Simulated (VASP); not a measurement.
Computed with PBEsol GGA, VASP's PBE PAW potentials (set 64) (plane waves; VASP).

The input files of a VASP run:

File POSCAR:
```
Tc
1
    1.3603112852    -2.3561286453     0.0000000000
    1.3603112852     2.3561286453     0.0000000000
    0.0000000000     0.0000000000     4.3581894493
Tc
2
Direct
  0.3333330000   0.6666670000   0.2500000000
  0.6666670000   0.3333330000   0.7500000000
```

### KPOINTS
```
Automatic mesh
0
G
  15 15 9
0 0 0
```

**INCAR**
```
! general
SYSTEM  = Tc
PREC    = Accurate
ENCUT   = 520
LREAL   = .FALSE.
LASPH   = .TRUE.

! electronic loop
EDIFF   = 1E-7
NELM    = 100
ALGO    = Normal
LMAXMIX = 4

! smearing
ISMEAR  = 1
SIGMA   = 0.1

! functional
GGA     = PS

! ions
IBRION  = 2
NSW     = 30
ISIF    = 4
EDIFFG  = -0.01

! output
LWAVE   = .FALSE.
LCHARG  = .FALSE.
```

POTCAR, in this order: Tc_pv (PBE.64 set). Program: vasp_std.

Estimate the energy per atom (σ→0), band gap (on the k-mesh).

The energy per atom (σ→0) is -11.265 eV/atom. The band gap (on the k-mesh) is none (metal, semimetal or under 0.01 eV).

**OSZICAR**
```
...
   2 F= -.22529641E+02 E0= -.22529598E+02  d E =-.148245E-03
       N       E                     dE             d eps       ncg     rms          rms(c)
DAV:   1    -0.225302524829E+02   -0.61124E-03   -0.26366E-02  4598   0.141E+00    0.133E-01
DAV:   2    -0.225298079427E+02    0.44454E-03   -0.75490E-04  4902   0.240E-01    0.588E-02
DAV:   3    -0.225297049688E+02    0.10297E-03   -0.36631E-04  5371   0.135E-01    0.847E-03
DAV:   4    -0.225297055793E+02   -0.61056E-06   -0.73820E-06  4680   0.286E-02    0.244E-03
DAV:   5    -0.225297054870E+02    0.92307E-07   -0.39942E-07  4246   0.438E-03
   3 F= -.22529705E+02 E0= -.22529610E+02  d E =-.212404E-03
```

The compound is Tc in the hcp structure. This run relaxes it. Symmetry was kept, so distortions that lower it aren't found.
